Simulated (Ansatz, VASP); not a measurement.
Two plane-wave programs on PdPt2Se6

```
Pd Pt Se
1.0
     3.75003    0.00000    0.00000
    -1.87502    3.24762    0.00000
     0.00000    0.00000   18.86590
Pd Pt Se
1 2 6
Direct
  0.00000 0.00000 0.00000
  0.00000 0.00000 0.32901
  0.00000 0.00000 0.67099
  0.33333 0.66667 0.06907
  0.33333 0.66667 0.39836
  0.33333 0.66667 0.74028
  0.66667 0.33333 0.25972
  0.66667 0.33333 0.60164
  0.66667 0.33333 0.93093
```

Alike in both runs: task single point; functional PBE; k mesh 6 × 6 × 1; occupations gaussian, width 0.1 eV; no spin polarisation.

```csv
,VASP,Ansatz
version,VASP 6.6.1,Ansatz 0.2.0
potentials or method,"VASP PAW PBE potentials, release 64 (Pd, Pt, Se)","scalar-relativistic, plane waves, PAW"
plane-wave cutoff (eV),520,420
valence electrons in the cell,66,150
```

|  | VASP | Ansatz | Ansatz less VASP |
| --- | --- | --- | --- |
| gap on the k mesh at the Fermi level (eV) | 0.75 | 0.76 | +0.012 |
| least direct gap on the mesh (eV) | 0.87 | 0.88 | +0.009 |
| pressure (GPa) | 0.0 | 0.0 | +0.02 |
| rms of the force components (eV/Å) | 0.004 | 0.004 | -0.0005 |

Atom by atom the forces differ by 0.001 eV/Å (rms over components). The two sets of potentials don't hold the same shells in valence.

Caveats: spin-orbit coupling is left out, which moves the levels of the heavy elements; an odd mesh through Γ misses points on the zone boundary, where band edges often lie; this functional lacks dispersion, which binds the layers, so the pressure and a relaxed spacing across them are unreliable. PBE gaps usually lie below the measured ones, often by a third to a half.
